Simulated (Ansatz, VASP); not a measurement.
## ScF3: VASP beside Ansatz

```
CELL_PARAMETERS angstrom
4.01245 0.00000 0.00000
0.00000 4.01245 0.00000
0.00000 0.00000 4.01245
ATOMIC_POSITIONS crystal
Sc 0.00000 0.00000 0.00000
F 0.46262 0.00000 0.00000
F 0.96262 0.50000 0.00000
F 0.96262 0.00000 0.50000
```

Change from the starting cell: all F atoms moved +0.150 Å, as atom 2 towards its neighbour atom 1 (Sc) at 2.006 Å.

Alike in both runs: task single point; functional LDA; k mesh 6 × 6 × 6; occupations gaussian, width 0.05 eV; no spin polarisation.

|  | VASP | Ansatz |
| --- | --- | --- |
| version | VASP 6.6.1 | Ansatz 0.2.0 |
| potentials or method | VASP PAW LDA potentials, release 64 (Sc_sv, F) | scalar-relativistic, plane waves, PAW |
| plane-wave cutoff (eV) | 520 | 420 |
| valence electrons in the cell | 32 | 32 |

Ansatz gave:

```
gap on the k mesh at the Fermi level (eV)       : 6.25
least direct gap on the mesh (eV)               : 6.81
pressure (GPa)                                  : -1.7
largest component of the traceless stress (GPa) : 3.36
rms of the force components (eV/Å)              : 0.627
```

What did VASP give for the same quantities?

gap on the k mesh at the Fermi level (eV): 6.22; least direct gap on the mesh (eV): 6.77; pressure (GPa): -1.0; largest component of the traceless stress (GPa): 3.53; rms of the force components (eV/Å): 0.689.

Atom by atom the forces differ by 0.063 eV/Å (rms over components).

Caveats: forces of over 1 eV/Å show positions far from the minimum, so gaps and moduli don't describe the material at rest. A k mesh can miss the band edges.
